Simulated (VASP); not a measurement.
These are PW91 GGA, VASP's PBE PAW potentials (set 64) (plane waves; VASP) values and carry that method's errors.

VASP input:

KPOINTS:
```
K-points
0
G
6 6 4
0 0 0
```

**POSCAR**
```
Te
1
    2.2627524723    -3.9192019329     0.0000000000
    2.2627524723     3.9192019329    -0.0000000000
    0.0000000000    -0.0000000000     5.9688741640
Te
3
Direct
  1.0000000000   0.2674717026   0.6666670000
  0.7325282974   0.7325282974   0.0000000000
  0.2674717026   1.0000000000   0.3333330000
```

**INCAR**
```
SYSTEM  =  Te
PREC  =  Accurate; ENCUT  =  520; LREAL  =  .FALSE.
LASPH  =  .TRUE.
EDIFF  =  1E-7; NELM  =  100; ALGO  =  Normal
LMAXMIX  =  4
ISMEAR  =  -5
GGA  =  91
ISIF  =  2
LWAVE  =  .FALSE.; LCHARG  =  .TRUE.; LORBIT  =  11
NEDOS  =  601
LEFG  =  .TRUE.
```

POTCAR, in this order: Te (PBE.64 set). Program: vasp_std.

Unless said otherwise, spin-orbit coupling is left out, though it shifts the bands of the heavy elements here.

**Question.** Estimate the energy per atom (σ→0), band gap (on the k-mesh).

**Answer.** 
```json
{
  "energy per atom (σ→0)": "-3.164 eV/atom",
  "band gap (on the k-mesh)": "0.21 eV"
}
```

**OSZICAR**
```
...
DAV:   8    -0.949110798253E+01    0.80875E-03   -0.86976E-03   639   0.594E-01    0.166E-01
DAV:   9    -0.949115734041E+01   -0.49358E-04   -0.24535E-04   797   0.125E-01    0.823E-02
DAV:  10    -0.949117586693E+01   -0.18527E-04   -0.40307E-05   652   0.468E-02    0.198E-02
DAV:  11    -0.949117526926E+01    0.59767E-06   -0.53956E-06   714   0.158E-02    0.428E-03
DAV:  12    -0.949117551893E+01   -0.24967E-06   -0.98038E-07   649   0.663E-03    0.310E-03
DAV:  13    -0.949117533062E+01    0.18831E-06   -0.19658E-07   579   0.311E-03    0.435E-04
DAV:  14    -0.949117527872E+01    0.51904E-07   -0.24172E-08   332   0.106E-03
   1 F= -.94911753E+01 E0= -.94911753E+01  d E =0.000000E+00
```

The compound is Te in the trig structure. It was relaxed first.
